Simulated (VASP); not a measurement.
The input files of a VASP run:

**KPOINTS**
```
Automatic mesh
0
Gamma
4 4 3
0 0 0
```

INCAR:
```
SYSTEM = K2Te
PREC = Accurate; ENCUT = 300; LREAL = F
LASPH = T
EDIFF = 1E-6; NELM = 100; ALGO = Normal
LMAXMIX = 4
ISMEAR = 0; SIGMA = 0.1
GGA = PE
ISIF = 2
LWAVE = F; LCHARG = F
```

File POSCAR:
```
K2Te
1
    4.6313910000     0.0000000000     0.0000000000
   -2.3156950000     4.0109020000     0.0000000000
    0.0000000000     0.0000000000     7.4713940000
Te K
1 2
Direct
  0.0000000000   0.0000000000   0.0000000000
  0.3333330000   0.6666670000   0.2520000000
  0.6666670000   0.3333330000   0.7480000000
```

POTCAR, in this order: Te K_sv (PBE.64 set). Program: vasp_std.

Problem. Translate this PBE calculation to Ansatz.

Solution. One equivalent input (not run):
Ansatz 0.2 input:
```yaml
crystal:
  lattice:
    - [4.6313910, 0.0000000, 0.0000000]
    - [-2.3156950, 4.0109020, 0.0000000]
    - [0.0000000, 0.0000000, 7.4713940]
  atoms:
    - { symbol: Te, position: [0.0000000, 0.0000000, 0.0000000] }
    - { symbol: K, position: [0.3333330, 0.6666670, 0.2520000] }
    - { symbol: K, position: [0.6666670, 0.3333330, 0.7480000] }
kpoints:
  mp_grid: { grid: [4, 4, 3] }
hamiltonian:
  xc: pbe
  pseudopotentials: { kind: paw }
scf:
  occupations: { method: gaussian, width: 0.1 }
  max_iter: 100
output: { forces: true, stress: true, eigenvalues: true }
```
The two are equivalent in intent, not identical: each code has its own PAW files, so the cut-off isn't converted (ENCUT is set for VASP's; basis.ecutwfc is left out, and Ansatz then takes the one that its files recommend); Ansatz stops its SCF on the density residual and VASP on the energy change (EDIFF).

The structure was generated: K2Te was put into an ordered model structure, which need not be its known phase. The cell was not relaxed at this level. The k-mesh is coarse (spacing up to 0.39 per Å, 2π included), so the numbers may not be converged in it.
